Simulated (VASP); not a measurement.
An input for Ansatz (written as the equivalent of a VASP run, and not itself run):

Ansatz 0.2 input:
```yaml
crystal:
  lattice:
    - [1.6920310, 0.9768940, 2.8959030]
    - [-1.6920310, 0.9768940, 2.8959030]
    - [0.0000000, -1.9537890, 2.8959030]
  atoms:
    - { symbol: Sn, position: [0.7624000, 0.7624000, 0.7624000] }
    - { symbol: C, position: [0.2376000, 0.2376000, 0.2376000] }
kpoints:
  mp_grid: { grid: [7, 7, 7] }
hamiltonian:
  xc: pbe
  pseudopotentials: { kind: paw }
scf:
  occupations: { method: gaussian, width: 0.05 }
  max_iter: 100
output: { forces: true, stress: true, eigenvalues: true }
```

Question: Translate this input to VASP (INCAR, KPOINTS, POSCAR, choice of POTCAR).

Answer: One answer among several that fit: 
POSCAR:
```
SnC
1
    1.6920310000     0.9768940000     2.8959030000
   -1.6920310000     0.9768940000     2.8959030000
    0.0000000000    -1.9537890000     2.8959030000
Sn C
1 1
Direct
  0.7624000000   0.7624000000   0.7624000000
  0.2376000000   0.2376000000   0.2376000000
```

File KPOINTS:
```
kpoints
0
gamma
 7 7 7
```

**INCAR**
```
ALGO  =  Normal
EDIFF  =  1E-6
ENCUT  =  520
GGA  =  PE
ISIF  =  2
ISMEAR  =  0
LASPH  =  .True.
LCHARG  =  .False.
LMAXMIX  =  4
LREAL  =  .False.
LWAVE  =  .False.
NELM  =  100
PREC  =  Accurate
SIGMA  =  0.05
SYSTEM  =  SnC
```

POTCAR, in this order: Sn_d C (PBE.64 set). Program: vasp_std.

What does not carry over: each code has its own PAW files, so the cut-off isn't converted (ENCUT is set for VASP's; basis.ecutwfc is left out, and Ansatz then takes the one that its files recommend); Ansatz stops its SCF on the density residual and VASP on the energy change (EDIFF).

The structure was generated: SnC was put into the alpha-GeTe type (R3m), which need not be its known phase. The cell was not relaxed at this level. The k-mesh is coarse (spacing up to 0.32 per Å, 2π included), so the numbers may not be converged in it.
